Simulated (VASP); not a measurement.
A convergence study with VASP on Ir (fcc): a few settings are varied, all else stays as given below, so the limit is that of these other settings. The cell's lengths are 1 % over those of the tabulated start, so it is off equilibrium.

```yaml
crystal:
  lattice:
    - [0.00000, 1.93920, 1.93920]
    - [1.93920, 0.00000, 1.93920]
    - [1.93920, 1.93920, 0.00000]
  atoms:
    - { symbol: Ir, position: [0.00000, 0.00000, 0.00000] }
```

Computed with PBE GGA, VASP's PBE PAW potentials (set 64) (plane waves; VASP). The last row used: 550 eV cut-off, 14×14×14 Γ-centred mesh, first-order Methfessel-Paxton smearing of 0.10 eV, potentials Ir.

```tsv
setting	E (eV/atom)	pressure (GPa)	electronic steps
ALGO = Normal, EDIFF = 1E-2	-8.8404	3.53	8
ALGO = Normal, EDIFF = 1E-3	-8.8387	-1.47	10
ALGO = Normal, EDIFF = 1E-4	-8.8387	-1.46	10
ALGO = Normal, EDIFF = 1E-5	-8.8387	-1.44	10
ALGO = Normal, EDIFF = 1E-6	-8.8387	-1.38	11
ALGO = Normal, EDIFF = 1E-7	-8.8387	-1.38	12
ALGO = Normal, EDIFF = 1E-8	-8.8387	-1.38	14
ALGO = Normal, EDIFF = 1E-9	-8.8387	-1.38	17
ALGO = Fast, EDIFF = 1E-2	-8.8420	2.68	8
ALGO = Fast, EDIFF = 1E-3	-8.8387	-0.52	11
ALGO = Fast, EDIFF = 1E-4	-8.8387	-0.68	11
ALGO = Fast, EDIFF = 1E-5	-8.8387	-1.25	13
ALGO = Fast, EDIFF = 1E-6	-8.8387	-1.38	23
ALGO = Fast, EDIFF = 1E-7	-8.8387	-1.38	24
ALGO = Fast, EDIFF = 1E-8	-8.8387	-1.37	25
ALGO = Fast, EDIFF = 1E-9	-8.8387	-1.38	28
ALGO = All, EDIFF = 1E-2	-8.8382	-1.20	9
ALGO = All, EDIFF = 1E-3	-8.8387	-1.38	10
ALGO = All, EDIFF = 1E-4	-8.8387	-1.33	11
ALGO = All, EDIFF = 1E-5	-8.8387	-1.42	12
ALGO = All, EDIFF = 1E-6	-8.8387	-1.36	13
ALGO = All, EDIFF = 1E-7	-8.8387	-1.37	14
ALGO = All, EDIFF = 1E-8	-8.8387	-1.38	16
ALGO = All, EDIFF = 1E-9	-8.8387	-1.38	20
```

Left out are rungs that failed or repeat a setting and relaxations that didn't move; long series are thinned to 24 rows.

The compound is Ir in the fcc structure. The cell was not relaxed at this level.
